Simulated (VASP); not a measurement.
Write the native input for VASP 6.6.1 that does the following.

| Quantity | Value |
| --- | --- |
| Task | relaxation of the atoms |
| Functional | PBE |
| Potentials or basis | VASP PAW PBE potentials, release 64 (O, In_d, Cl, H) |
| Cutoff | 520 eV |
| k mesh | 1 × 1 × 1 |
| Occupations | gaussian, width 0.01 eV |
| Spin | no spin polarisation |
| Further INCAR settings | ALGO = Normal; EDIFF = 1e-06; IBRION = 2; EDIFFG = -0.01; NSW = 40 |

The structure of OInCl2H lies in POSCAR:

```
InHCl2O
1.0
   13.0000000000      0.0000000000      0.0000000000
    0.0000000000     13.0000000000      0.0000000000
    0.0000000000      0.0000000000     12.0000000000
O In Cl H
1 1 2 1
Direct
    0.4696820000      0.6112360000      0.4979150000
    0.4893180000      0.4619750000      0.5017760000
    0.6283640000      0.3924940000      0.5937990000
    0.3736740000      0.3563280000      0.4106630000
    0.5223520000      0.6472790000      0.5379520000
```

The cell isn't the ideal one: atoms moved at random, drawn with an rms of 0.02 Å.

The input as run:

INCAR

```
ALGO = Normal
EDIFF = 1E-6
EDIFFG = -0.01
ENCUT = 520
GGA = PE
IBRION = 2
ISIF = 2
ISMEAR = 0
LASPH = True
LCHARG = False
LREAL = False
LWAVE = False
NELM = 100
NSW = 40
PREC = Accurate
SIGMA = 0.01
```

KPOINTS

```
k-points
0
Gamma
  1 1 1
```

Potentials or basis: VASP PAW PBE potentials, release 64 (O, In_d, Cl, H).

Command:

```console
$ cat potpaw_PBE.64/O/POTCAR potpaw_PBE.64/In_d/POTCAR potpaw_PBE.64/Cl/POTCAR potpaw_PBE.64/H/POTCAR > POTCAR
$ mpirun -np 1 vasp_gam > vasp.out
```

It gave:

* Energy gained by relaxing: 4.8 meV/atom
* Ionic steps: 20
* Largest force after relaxing: 0.008 eV/Å
* Gap between the frontier levels: 3.96 eV

Caveat: spin-orbit coupling is left out, which moves the levels of the heavy elements.

Wall time 22 min on 1 thread of Intel(R) Xeon(R) Platinum 8375C CPU @ 2.90GHz (Ice Lake), on a shared host, peak memory 1.5 GiB.
